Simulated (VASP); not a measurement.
Here is the system:

```
CELL_PARAMETERS angstrom
      3.85196     0.00000     0.00000
      0.00000     3.85196     0.00000
      0.00000     0.00000     3.85143
ATOMIC_POSITIONS crystal
  Ba 0.00000 0.00000 0.99294
  Ti 0.50000 0.50000 0.49360
  O  0.50000 0.50000 0.99251
  O  0.00000 0.50000 0.49248
  O  0.50000 0.00000 0.49248
```

Method: PBE GGA, VASP's PBE PAW potentials (set 64) (plane waves; VASP). Numerical set-up: 620 eV cut-off, 6×6×6 Γ-centred mesh, Gaussian smearing of 0.050 eV, potentials Ba_sv Ti_sv O.

Energy and stress use the plane-wave basis of the starting cell.

### Question
The ions, cell shape and volume at an external pressure of 45.0 GPa are relaxed. Predict the relaxed structure.

### Answer

```
CELL_PARAMETERS angstrom
      3.79217     0.00000     0.00000
      0.00000     3.79217     0.00000
      0.00000     0.00000     3.79202
ATOMIC_POSITIONS crystal
  Ba 0.00000 0.00000 0.99294
  Ti 0.50000 0.50000 0.49347
  O  0.50000 0.50000 0.99262
  O  0.00000 0.50000 0.49248
  O  0.50000 0.00000 0.49248
```
Space group Pm-3m (221), at a tolerance of 0.03 Å.

### Question
How do energy and volume change from the first to the last step?

### Answer
The energy (σ→0) changes by +121.7 meV/atom and the volume by -4.6 %, in 7 ionic steps.

The compound is BaTiO3 in the tetragonal perovskite structure. This run relaxes it under an external pressure of 45 GPa. Symmetry was kept, so distortions that lower it aren't found.
